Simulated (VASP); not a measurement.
All values below come from LDA (Ceperley-Alder, Perdew-Zunger), VASP's LDA PAW potentials (set 64) (plane waves; VASP).

VASP ran on this input.

**KPOINTS**
```
Automatic mesh
0
Gamma
10 10 7
0 0 0
```

POSCAR:
```
PtSe2
1
    1.8574129933    -3.2171339987    -0.0000000000
    1.8574129933     3.2171339987     0.0000000000
   -0.0000000000    -0.0000000000     4.5739787512
Pt Se
1 2
Direct
  0.0000000000   0.0000000000   1.0000000000
  0.3333330000   0.6666670000   0.2748801396
  0.6666670000   0.3333330000   0.7251198604
```

**INCAR**
```
PSTRESS=50   # kbar
LMAXMIX=6
LCHARG=F
EDIFFG=-0.02   # ionic stop
NSW=40   # most ionic steps
IBRION=2
LREAL=F   # projection in real space or not
EDIFF=1E-6   # SCF stop (eV)
SIGMA=0.1
LASPH=T
ISIF=3   # ions, shape and volume
NELM=100   # most electronic steps
PREC=Accurate
ENCUT=500   # plane-wave cut-off (eV)
ISMEAR=1   # Methfessel-Paxton
LWAVE=F
ALGO=Normal
SYSTEM=PtSe2
```

POTCAR, in this order: Pt Se (LDA.64 set). Program: vasp_std.

What VASP printed:

### OSZICAR
```
       N       E                     dE             d eps       ncg     rms          rms(c)
DAV:   1     0.110713430209E+03    0.11071E+03   -0.10268E+04  2448   0.127E+03
DAV:   2    -0.131269500815E+02   -0.12384E+03   -0.12106E+03  3101   0.241E+02
DAV:   3    -0.177767891008E+02   -0.46498E+01   -0.45853E+01  2981   0.486E+01
DAV:   4    -0.178093616180E+02   -0.32573E-01   -0.32562E-01  2876   0.447E+00
DAV:   5    -0.178096648999E+02   -0.30328E-03   -0.30328E-03  3002   0.411E-01    0.141E+01
DAV:   6    -0.172498312775E+02    0.55983E+00   -0.45116E+00  2442   0.206E+01    0.834E+00
DAV:   7    -0.170858097876E+02    0.16402E+00   -0.83820E-01  2435   0.991E+00    0.416E+00
DAV:   8    -0.170536269253E+02    0.32183E-01   -0.59587E-02  2701   0.202E+00    0.789E-01
DAV:   9    -0.170507865123E+02    0.28404E-02   -0.79025E-03  2673   0.892E-01    0.172E-01
DAV:  10    -0.170507908804E+02   -0.43682E-05   -0.10552E-03  2778   0.261E-01    0.439E-02
DAV:  11    -0.170507867047E+02    0.41757E-05   -0.46450E-05  2897   0.660E-02    0.253E-02
DAV:  12    -0.170507863144E+02    0.39033E-06   -0.36498E-06  2617   0.147E-02
   1 F= -.15344856E+02 E0= -.15344945E+02  d E =-.153449E+02
       N       E                     dE             d eps       ncg     rms          rms(c)
DAV:   1    -0.170491100625E+02    0.16766E-02   -0.19322E-02  2414   0.110E+00    0.137E-01
DAV:   2    -0.170486551238E+02    0.45494E-03   -0.24830E-03  2505   0.519E-01    0.798E-02
DAV:   3    -0.170485631710E+02    0.91953E-04   -0.22226E-04  2666   0.162E-01    0.300E-02
DAV:   4    -0.170485407036E+02    0.22467E-04   -0.12043E-04  2568   0.677E-02    0.109E-02
DAV:   5    -0.170485399709E+02    0.73269E-06   -0.47570E-06  2757   0.188E-02
   2 F= -.15345005E+02 E0= -.15345081E+02  d E =-.148362E-03
```

OUTCAR:
```
------------------------ aborting loop because EDIFF is reached ----------------------------------------
  FORCE on cell =-STRESS in cart. coord.  units (eV):
  Direction    XX          YY          ZZ          XY          YZ          ZX
  --------------------------------------------------------------------------------------
  Total        1.7537564      1.7537568      1.6695400      0.0000000      0.0000000      0.0000000
  in kB       51.4740293     51.4740402     49.0022158      0.0000000      0.0000000      0.0000000
  external PRESSURE =       0.6500951 kB  Pullay stress =      50.0000000 kB
  volume of cell :       54.59
      direct lattice vectors                 reciprocal lattice vectors
     1.857742516 -3.217704767  0.000000000     0.269143865 -0.155390266 -0.000000000
     1.857742516  3.217704767 -0.000000000     0.269143865  0.155390266  0.000000000
     0.000000000 -0.000000000  4.565937762    -0.000000000  0.000000000  0.219013060
 POSITION                                       TOTAL-FORCE (eV/Angst)
 -----------------------------------------------------------------------------------
      0.00000      0.00000      0.00000        -0.000000     -0.000000      0.000000
      1.85774      1.07257      1.25518         0.000000      0.000000      0.014282
      1.85774     -1.07257      3.31075        -0.000000     -0.000000     -0.014282
 -----------------------------------------------------------------------------------
    total drift:                               -0.000000     -0.000000      0.000000
  FREE ENERGIE OF THE ION-ELECTRON SYSTEM (eV)
  ---------------------------------------------------
  free  energy   TOTEN  =       -17.0485399709 eV

  energy  without entropy=      -17.0487683482  energy(sigma->0) =      -17.04861610
  enthalpy is  TOTEN    =       -15.3450047416 eV   P V=        1.7035352292

 reached required accuracy - stopping structural energy minimisation
```
(Selected blocks of OUTCAR.)

**CONTCAR**
```
PtSe2
   1.00000000000000
     1.8577425159754068   -3.2177047666464769    0.0000000000000000
     1.8577425159754068    3.2177047666464769   -0.0000000000000000
     0.0000000000000000   -0.0000000000000000    4.5659377621907744
  Pt              Se
     1     2
Direct
     0.0000000000000000    0.0000000000000000    0.0000000000000000
     0.3333330000000032    0.6666669999999968    0.2749017328795560
     0.6666669999999968    0.3333330000000032    0.7250982671204440
```

The compound is PtSe2 in the 1T layered structure. This run relaxes it under an external pressure of 5 GPa. Symmetry was kept, so distortions that lower it aren't found.
